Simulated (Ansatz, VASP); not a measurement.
# Ti: VASP beside Ansatz

One calculation is typed for both programs; each brings its own data sets. How far apart do they land? The cell is taken from a series of runs on this material, whose earlier steps may have relaxed, scaled, displaced or heated it; both programs get it as it stands.

Program: Ansatz 0.2.0. Level of theory: plane waves, with VASP 6.6.1 beside it; PBEsol. Results are calculated unless marked as measured.

This is not the structure that Ti takes at ambient pressure and room temperature (hexagonal, No. 194); it is a model or a phase of other conditions.

## Step 1: The starting structure

The structure is orthorhombic, space group Cmcm (No. 63). The conventional cell has a = 3.209 Å, b = 4.538 Å, c = 4.538 Å, α = 90.00°, β = 90.00°, γ = 90.00°. Nearest to Ti lie 8 Ti at 2.78 Å.

## Step 2: Ansatz: single point, PBEsol, pair 1

Ansatz runs on its PAW soft_1 files.

With cell and atoms fixed, the geometry can't cause a difference; cores, projectors, grids and the points listed under the comparison can.

Input file input.yaml:

```yaml
crystal:
  lattice:
    - [-1.6043018255, 1.6043018255, 1.6043018255]
    - [1.6043018255, -1.6043018255, 1.6043018255]
    - [3.208603651, 3.208603651, 0.0]
  atoms:
    - { symbol: Ti, position: [-0.008815134, 0.008815134, 0.0] }
    - { symbol: Ti, position: [0.508815134, 0.491184866, 0.5] }
kpoints:
  mp_grid: { grid: [16, 16, 10] }
hamiltonian:
  xc: pbesol
  pseudopotentials: { kind: paw, azcp: { folder: soft_1 }, xc_functional: pbe }
scf:
  occupations: { method: methfessel_paxton, width: 0.2 }
output:
  forces: true
  stress: true
  eigenvalues: true
```

Started as:

```sh
> ansatz run input.yaml --threads 4 --pin off --max-ram 16384MiB --backend cpu --events-out ev --progress --plain --runs-dir out
```

Numbers of over 12 decimals in the logs are rounded to 6 here.

The program printed:

```text
Engine: ansatz 0.2.0, aarch64-unknown-linux-gnu
Pseudopotentials: kind: paw
Pseudopotential: Ti, paw, valence charge 12, recommended cutoff 420 eV (normal), soft_1/Ti.paw.azcp
Functional definition: PBEsol
  exchange = pbesol_x
  correlation = pbesol_c
Crystal: 2 atoms, lattice volume = 33.033 Å³
Basis set: ecut = 420 eV, 649 PW (Γ), exchange–correlation on 40×40×64 points (8 copies of the dense FFT grid, shifted against one another)
Bands: 16, of which v1, the nominal top of the filled ones, is band 12 counted from 1 (11 counted from 0)
Symmetry: 8 space group operations
Space group: Cmcm (ITA 63), of the structure as read, at distance tolerance 3.2e-5 Å
k-points: 438 of 2560
Non-local potential: Ti, projectors of the file, l = 0: 3, l = 1: 2, l = 2: 3, l = 3: 1
PAW form: soft (Blöchl's): semilocal exchange-correlation on the pseudo side does not see the compensation charge
PAW frozen core: Ti, regenerated for the run's functional, and the local potential with it (the file was generated under x = pbe(κ = 0.804, μ = 0.219515), c = pbe(β = 0.066725))
PAW one-centre angular grid: Ti, 590 points (default); XC on 64 Gauss nodes
Initial density: superposition of atomic densities (chi_scale 0.1, normalization cell)
Initial wavefunctions: pseudopotential atomic-orbital guess
Functional: x = pbesol(κ = 0.804, μ = 0.123457), c = pbesol(β = 0.046)
SCF iter   1: F=—  HF=-4948.003345 eV  |F-HF|=—  |Δ(HF+E_count)|=         —  Δρ=5.92e-2  dr2=1.22e0  ethr=3.10e-3  ⟨swp⟩=3.0  Hψ=26751  notcnv=0
preconditioner: auto → none  [metal: Δε(μ)=0.005 eV  Ē_g=3.331 eV  σ=0.200 eV  W_gap=0.02  n_scr=6 (ndim 8)  ℏωp=18.3 eV  f_vac=0.000  D(μ)=4.01/eV (n_scr^D=46)  sad-step TF]
SCF iter   2: F=—  HF=-4947.714634 eV  |F-HF|=—  |Δ(HF+E_count)|=   2.89e-1  S|Δr|=    0.00e0  Δρ=3.12e-2  dr2=3.63e-1  ethr=3.10e-3  ⟨swp⟩=2.2  Hψ=12546  notcnv=0
SCF iter   3: F=—  HF=-4947.599541 eV  |F-HF|=—  |Δ(HF+E_count)|=   1.15e-1  S|Δr|=    0.00e0  Δρ=1.56e-3  dr2=3.16e-4  ethr=1.51e-3  ⟨swp⟩=2.6  Hψ=12343  notcnv=0
SCF iter   4: F=—  HF=-4947.599794 eV  |F-HF|=—  |Δ(HF+E_count)|=   2.53e-4  S|Δr|=    0.00e0  Δρ=1.35e-4  dr2=3.06e-6  ethr=1.32e-6  ⟨swp⟩=2.4  Hψ=13679  notcnv=0
SCF iter   5: F=—  HF=-4947.599794 eV  |F-HF|=—  |Δ(HF+E_count)|=   3.29e-8  S|Δr|=    0.00e0  Δρ=7.06e-5  dr2=1.10e-6  ethr=4.17e-10  ⟨swp⟩=5.5  Hψ=33157  notcnv=0
SCF iter   6: F=-4947.599794 eV  HF=-4947.599794 eV  |F-HF|=3.33e-8  |Δ(HF+E_count)|=   4.54e-7  S|Δr|=    0.00e0  Δρ=1.32e-5  dr2=3.70e-8  ethr=4.17e-10  ⟨swp⟩=2.4  Hψ=25729  notcnv=0
SCF 1 converged in 6 iterations: F = -4947.599794 eV  dr2 = 3.70e-8
  greatest PAW one-centre occupation: 0.999 electrons in one spin orbital (limit 2), on the Ti atom at site 1 (counted from 0), in its partial waves of l = 0
SCF converged after 6 iterations
Stability not checked: this state was not tested for a lower state beside it, because cold or Methfessel-Paxton smearing, or corrected tetrahedra, fill the levels in a way that the test cannot read (fill_not_monotonic; see scf.lower_state_search)
Free energy (F): -4947.599794 eV
Harris-Foulkes:  -4947.599794 eV  (|F-HF|=3.33e-8)
Internal energy: -4947.603831 eV  (E = F + TS)
E sigma→0 (E₀):  -4947.600803 eV
Entropy (-TS):   0.004037 eV (2.019 meV/atom)
Fermi energy:    13.699849 eV
--- Per-component energies (eV) ---
  E_band       = -295.733944
  E_kinetic    = 564.927645
  E_local      = -1692.566156  (includes V_loc(G=0)·N_el)
  E_nonlocal   = 124.570944
  E_hartree    = 673.182231
  E_xc         = -230.962477
  E_vxc        = -290.598466  (∫ρ·V_xc dr)
  E_paw        = -2035.236542  (= ΣΔE_a)
  E_vpaw       = -348.426464  (= ΣTr[D̂ρ^β])
  E_aug_tail   = -0.000153  (compensation charges beyond the density's cutoff)
  E_ewald      = -2351.798093
  E_core_change = 0.278769  (= ΣΔE_core)
  E_smearing   = 0.004037  (= −TS)
  E_closure    = -0.000000  (closes the sum)
  Σ components = -4947.599794   (vs F -4947.599794, Δ=0.00e0)
--- Forces (eV/Å), atoms counted from 1 ---
  atom   1  Ti     0.12234926    -0.12234926     0.00000000
  atom   2  Ti    -0.12234926     0.12234926     0.00000000
  max |Σ_I F_I| component: 1.39e-17 eV/Å
--- Stress (GPa, compression-positive) ---
       -0.002637      -0.243756       0.000000
       -0.243756      -0.002637       0.000000
        0.000000      -0.000000       0.067749
  P = ⅓ Tr σ = 0.0208 GPa (0.208 kbar)
--- Band table (eV; the first three rows and the last of 438) ---
  k-point 0: bands = [... 8 lower, 7.6727, 11.1163, 13.2435, 14.7233, 14.7384, 14.7388, 14.9975, 16.6059]
  k-point 1: bands = [... 8 lower, 7.7625, 11.0909, 13.2742, 14.6803, 14.7264, 14.8067, 14.8195, 16.5601]
  k-point 2: bands = [... 8 lower, 8.0266, 10.9798, 13.3645, 14.4387, 14.5580, 14.6778, 15.0069, 16.4287]
  k-point 437: bands = [... 8 lower, 12.0175, 12.0175, 12.6299, 12.6299, 14.9830, 14.9830, 15.6910, 15.6910]
```

The column dr2 measures how far the density is from self-consistency, as an energy; F and HF (Harris–Foulkes) agree once it is small.

The run ends at a pressure of 0.02 GPa, with forces up to 0.17 eV/Å.

## Step 3: VASP: single point, PBEsol, pair 1

The same cell, functional, mesh and smearing now go to VASP, with its own data sets.

Lines of VASP's logs that name or quote its potential files are left out, and so is its time.

Input file INCAR:

```
SYSTEM = Ti
PREC = Accurate
ENCUT = 500
EDIFF = 1E-06
NELM = 120
ISMEAR = 1
SIGMA = 0.2
LREAL = .FALSE.
ALGO = Normal
GGA = PS
NBANDS = 18
LASPH = .TRUE.
LORBIT = 11
LWAVE = .FALSE.
LCHARG = .FALSE.
ISIF = 2
GGA_COMPAT = .FALSE.
KPAR = 2
```

Input file POSCAR:

```
Ti
1.0
   -1.6043018255      1.6043018255      1.6043018255
    1.6043018255     -1.6043018255      1.6043018255
    3.2086036510      3.2086036510      0.0000000000
Ti
2
Direct
    0.9911848660      0.0088151340      0.0000000000
    0.5088151340      0.4911848660      0.5000000000
```

Input file KPOINTS:

```
Automatic mesh
0
Gamma
16 16 10
0 0 0
```

PAW data sets: Ti_sv (PBE family, release 64).

Started as:

```sh
> mpirun -np 2 vasp_std
```

The program printed:

```text
[banner, memory and clock lines left out]
running    2 mpi-ranks, on    1 nodes
 distrk:  each k-point on    1 cores,    2 groups
 distr:  one band on    1 cores,    1 groups

 POSCAR found type information on POSCAR Ti
 POSCAR found :  1 types and       2 ions
|                                                                             |
|               ----> ADVICE to this user running VASP <----                  |
|                                                                             |
|     You enforced a specific xc type in the INCAR file but a different       |
|     [... a line on the potential file left out ...]
|     I HOPE YOU KNOW WHAT YOU ARE DOING!                                     |
|                                                                             |

 LDA part: xc-table for (Slater+PW92), standard interpolation
 POSCAR, INCAR and KPOINTS ok, starting setup
 FFT: planning ... GRIDC
 FFT: planning ... GRID_SOFT
 FFT: planning ... GRID
 WAVECAR not read
 entering main loop
       N       E                     dE             d eps       ncg     rms          rms(c)
DAV:   1     0.245756793822E+03    0.24576E+03   -0.12471E+04 15768   0.162E+03
DAV:   2     0.566410972624E+01   -0.24009E+03   -0.23707E+03 15994   0.448E+02
DAV:   3    -0.178806473397E+02   -0.23545E+02   -0.23224E+02 29646   0.121E+02
DAV:   4    -0.186044724370E+02   -0.72383E+00   -0.72249E+00 18418   0.209E+01
DAV:   5    -0.186369492874E+02   -0.32477E-01   -0.32470E-01 25022   0.335E+00    0.128E+01
DAV:   6    -0.164504720019E+02    0.21865E+01   -0.84711E+00 18680   0.300E+01    0.309E+00
DAV:   7    -0.164548868028E+02   -0.44148E-02   -0.68680E-01 23880   0.603E+00    0.201E+00
DAV:   8    -0.164891362068E+02   -0.34249E-01   -0.26131E-01 18838   0.608E+00    0.882E-01
DAV:   9    -0.164777387886E+02    0.11397E-01   -0.62241E-02 19024   0.286E+00    0.940E-02
DAV:  10    -0.164781459287E+02   -0.40714E-03   -0.26528E-03 22502   0.377E-01    0.737E-02
DAV:  11    -0.164781325488E+02    0.13380E-04   -0.22376E-04 21920   0.126E-01    0.245E-02
DAV:  12    -0.164781277198E+02    0.48290E-05   -0.12861E-05 18808   0.315E-02    0.574E-03
DAV:  13    -0.164781268926E+02    0.82720E-06   -0.26560E-06 14674   0.111E-02
   1 F= -.16478127E+02 E0= -.16479469E+02  d E =0.402628E-02
```

Parts of OUTCAR (step 3):

```text
ion  position               nearest neighbor table
   1  0.991  0.009  0.000-   2 2.78   2 2.78   2 2.78   2 2.78
   2  0.509  0.491  0.500-   1 2.78   1 2.78   1 2.78   1 2.78

  LATTYP: Found a base centered orthorhombic cell.
 ALAT       =     3.2086036510
 B/A-ratio  =     1.4142135624
 C/A-ratio  =     1.4142135624

 Subroutine GETGRP returns: Found  8 space group operations
 (whereof  4 operations were pure point group operations)

The static configuration has the point symmetry C_2v.
 The point group associated with its full space group is D_2h.

 Found    438 irreducible k-points:

   k-points           NKPTS =    438   k-points in BZ     NKDIM =    438   number of bands    NBANDS=     18

   dimension x,y,z NGX =    20 NGY =   20 NGZ =   36
   dimension x,y,z NGXF=    40 NGYF=   40 NGZF=   72

   ENCUT  =  500.0 eV  36.75 Ry    6.06 a.u.   5.07  5.07  8.27*2*pi/ulx,y,z

   NELECT =      24.0000    total number of electrons

 k-points in reciprocal lattice and weights: Automatic mesh
   0.00000000  0.00000000  0.00000000       0.000
   0.06250000  0.00000000  0.00000000       0.002
   0.12500000  0.00000000  0.00000000       0.002
   0.18750000  0.00000000  0.00000000       0.002
   0.25000000  0.00000000  0.00000000       0.002
   0.31250000  0.00000000  0.00000000       0.002
   0.37500000  0.00000000  0.00000000       0.002
   0.43750000  0.00000000  0.00000000       0.002
   0.50000000  0.00000000  0.00000000       0.001
[...]
-0.43750000  0.43750000  0.50000000       0.001
   0.50000000  0.50000000  0.50000000       0.000

 average (electrostatic) potential at core
       1 -71.5526       2 -71.5526

 E-fermi :   8.4886

 k-point     1 :       0.0000    0.0000    0.0000
  band No.  band energies     occupation
    ...
      7     -23.6015      2.00000
      8     -23.6013      2.00000
      9       2.4290      2.00000
     10       5.9006      2.00000
     11       8.0320      2.00577
     12       9.5069     -0.00000
     13       9.5219     -0.00000
     14       9.5224     -0.00000
     15       9.7985     -0.00000
     16      11.3832     -0.00000
    ...

 k-point     2 :       0.0625    0.0000    0.0000
  band No.  band energies     occupation
    ...
      7     -23.6088      2.00000
      8     -23.6031      2.00000
      9       2.5349      2.00000
     10       5.9898      2.00000
     11       8.0415      2.00695
     12       9.4737     -0.00000
     13       9.4953     -0.00000
     14       9.5966     -0.00000
     15       9.5992     -0.00000
     16      11.3205     -0.00000
    ...

 k-point     3 :       0.1250    0.0000    0.0000
  band No.  band energies     occupation
    ...
      7     -23.6238      2.00000
      8     -23.6087      2.00000
      9       2.8446      2.00000
     10       6.2452      2.00000
     11       8.0546      2.00888
     12       9.1653     -0.00002
     13       9.3562     -0.00000
     14       9.4143     -0.00000
     15       9.8378     -0.00000
     16      11.1642     -0.00000
    ...

  Total       -0.0490584     -0.0490584     -0.0349461     -0.0491772      0.0000000      0.0000000
  in kB       -2.3794474     -2.3794474     -1.6949683     -2.3852092      0.0000000      0.0000000
  external PRESSURE =      -2.1512877 kB  Pullay stress =       0.0000000 kB

  energy-cutoff  :      500.00
  volume of cell :       33.03
      direct lattice vectors                 reciprocal lattice vectors
    -1.604301825  1.604301825  1.604301825    -0.155831026  0.155831026  0.311662053
     1.604301825 -1.604301825  1.604301825     0.155831026 -0.155831026  0.311662053
     3.208603651  3.208603651  0.000000000     0.155831026  0.155831026  0.000000000

 POSITION                                       TOTAL-FORCE (eV/Angst)
 -----------------------------------------------------------------------------------
     -1.57602      1.57602      1.60430         0.122110     -0.122110      0.000000
      1.57602      1.63259      1.60430        -0.122110      0.122110      0.000000
 -----------------------------------------------------------------------------------
    total drift:                               -0.000000     -0.000000     -0.000000

  FREE ENERGIE OF THE ION-ELECTRON SYSTEM (eV)
  ---------------------------------------------------
  free  energy   TOTEN  =       -16.4781268926 eV

  energy  without entropy=      -16.4821531763  energy(sigma->0) =      -16.47946899

 total charge
# of ion       s       p       d       tot
------------------------------------------
    1        2.255   6.120   1.956  10.330
    2        2.255   6.120   1.956  10.330
--------------------------------------------------
tot          4.509  12.239   3.911  20.660

[... 3 further parts left out ...]
```

The run ends at a pressure of -0.22 GPa, with forces up to 0.17 eV/Å.

## Step 4: Differences

Known differences besides the potentials themselves: the cutoff is 420 eV in Ansatz and 500 eV in VASP; Ansatz makes its cores anew for this functional, VASP keeps those of its PBE data sets. Total energies have different zeros and are not compared.

Compared:

| quantity | Ansatz | VASP | difference |
| --- | --- | --- | --- |
| pressure (GPa) | 0.02 | -0.22 | +0.24 |

Forces (eV/Å; atoms numbered as in POSCAR):

```csv
atom,"Ansatz x, y, z","VASP x, y, z"
Ti1,"0.122, -0.122, 0.000","0.122, -0.122, 0.000"
Ti2,"-0.122, 0.122, 0.000","-0.122, 0.122, 0.000"
```

The forces differ by 0.2 meV/Å r.m.s., which is 0.2 % of the r.m.s. force of 0.100 eV/Å (both taken over all components).

## Step 5: VASP: single point, PBEsol, pair 2

With cell and atoms fixed, the geometry can't cause a difference; cores, projectors, grids and the points listed under the comparison can.

INCAR is that of step 3.

Input file POSCAR:

```
Ti
1.0
   -1.6043018255      1.6043018255      1.6043018255
    1.6043018255     -1.6043018255      1.6043018255
    3.2086036510      3.2086036510      0.0000000000
Ti
2
Direct
    0.9823697319      0.0176302681      0.0000000000
    0.5176302681      0.4823697319      0.5000000000
```

KPOINTS is that of step 3.

Started as:

```sh
> mpirun -np 2 vasp_std
```

The program printed:

```text
[banner, memory and clock lines left out]
running    2 mpi-ranks, on    1 nodes
[...]
[... a notice as in an earlier step ...]

 LDA part: xc-table for (Slater+PW92), standard interpolation
 POSCAR, INCAR and KPOINTS ok, starting setup
[...]
entering main loop
       N       E                     dE             d eps       ncg     rms          rms(c)
DAV:   1     0.243774357218E+03    0.24377E+03   -0.12279E+04 15776   0.162E+03
DAV:   2     0.588474543442E+01   -0.23789E+03   -0.23486E+03 16020   0.449E+02
DAV:   3    -0.179070036365E+02   -0.23792E+02   -0.23481E+02 29706   0.121E+02
DAV:   4    -0.186304511467E+02   -0.72345E+00   -0.72247E+00 18374   0.212E+01
[...]
DAV:  11    -0.164967271781E+02    0.73455E-05   -0.22395E-04 21730   0.125E-01    0.256E-02
DAV:  12    -0.164967212837E+02    0.58945E-05   -0.14422E-05 19376   0.337E-02    0.433E-03
DAV:  13    -0.164967207790E+02    0.50470E-06   -0.21216E-06 13864   0.100E-02
   1 F= -.16496721E+02 E0= -.16497927E+02  d E =0.361923E-02
```

OUTCAR, selected parts (step 5):

```text
  Total       -0.0400682     -0.0400682      0.0056051     -0.1598501     -0.0000000     -0.0000000
  in kB       -1.9434003     -1.9434003      0.2718611     -7.7530970     -0.0000000     -0.0000000
  external PRESSURE =      -1.2049798 kB  Pullay stress =       0.0000000 kB

 POSITION                                       TOTAL-FORCE (eV/Angst)
 -----------------------------------------------------------------------------------
     -1.54773      1.54773      1.60430         0.196197     -0.196197      0.000000
      1.54773      1.66087      1.60430        -0.196197      0.196197      0.000000
 -----------------------------------------------------------------------------------
    total drift:                                0.000000     -0.000000      0.000000

  FREE ENERGIE OF THE ION-ELECTRON SYSTEM (eV)
  ---------------------------------------------------
  free  energy   TOTEN  =       -16.4967207790 eV

  energy  without entropy=      -16.5003400105  energy(sigma->0) =      -16.49792719

[... 2 parts as in an earlier step ...]

[... 1 further part left out ...]
[key lines of the parts left out:]
E-fermi :   8.4921
```

The run ends at a pressure of -0.12 GPa, with forces up to 0.28 eV/Å.

## Step 6: Ansatz: single point, PBEsol, pair 2

The same cell, functional, mesh and smearing now go to Ansatz, which takes its cutoff from its data sets.

The cell is taken from a series of runs on this material, whose earlier steps may have relaxed, scaled, displaced or heated it; both programs get it as it stands.

input.yaml, the sections that differ from step 2:

```yaml
crystal:
  lattice:
    - [-1.6043018255, 1.6043018255, 1.6043018255]
    - [1.6043018255, -1.6043018255, 1.6043018255]
    - [3.208603651, 3.208603651, 0.0]
  atoms:
    - { symbol: Ti, position: [-0.0176302681, 0.0176302681, 0.0] }
    - { symbol: Ti, position: [0.5176302681, 0.4823697319, 0.5] }
# kpoints, hamiltonian, scf, output: as in step 2
```

Started as:

```sh
> ansatz run input.yaml --threads 4 --pin off --max-ram 16384MiB --backend cpu --events-out ev --progress --plain --runs-dir out
```

The program printed:

```text
[...]
Crystal: 2 atoms, lattice volume = 33.033 Å³
Basis set: ecut = 420 eV, 649 PW (Γ), exchange–correlation on 40×40×64 points (8 copies of the dense FFT grid, shifted against one another)
Bands: 16, of which v1, the nominal top of the filled ones, is band 12 counted from 1 (11 counted from 0)
Symmetry: 8 space group operations
[...]
k-points: 438 of 2560
[...]
--- Band table (eV; the first three rows and the last of 438) ---
  k-point 0: bands = [... 8 lower, 7.6732, 11.1156, 13.2522, 14.7019, 14.7607, 14.7625, 14.9960, 16.5569]
  k-point 1: bands = [... 8 lower, 7.7630, 11.0901, 13.2804, 14.6583, 14.7457, 14.8184, 14.8318, 16.4844]
  k-point 2: bands = [... 8 lower, 8.0271, 10.9791, 13.3641, 14.4375, 14.5345, 14.6892, 15.0352, 16.3861]
  k-point 437: bands = [... 8 lower, 11.9564, 11.9564, 12.6885, 12.6885, 14.9783, 14.9783, 15.7053, 15.7053]
[key lines of the parts left out:]
SCF converged after 6 iterations
Free energy (F): -4947.618430 eV
Fermi energy:    13.703568 eV
P = ⅓ Tr σ = 0.1296 GPa (1.296 kbar)
```

The run ends at a pressure of 0.13 GPa, with forces up to 0.28 eV/Å.

(Continued in part 2 of 2.)

[Lines on the potential files, build, host, timing and source positions are cut from VASP's logs without a mark.]

[Logs are printed without paths, hosts, clocks, repeated set-up lines and the standing remarks that a program may print on its own settings, such as how far it seeks lower states.]

[Hosts, paths, dates, database ids (printed as entryN), source tags and the programs' standing remarks are cut or masked in the printed files.]
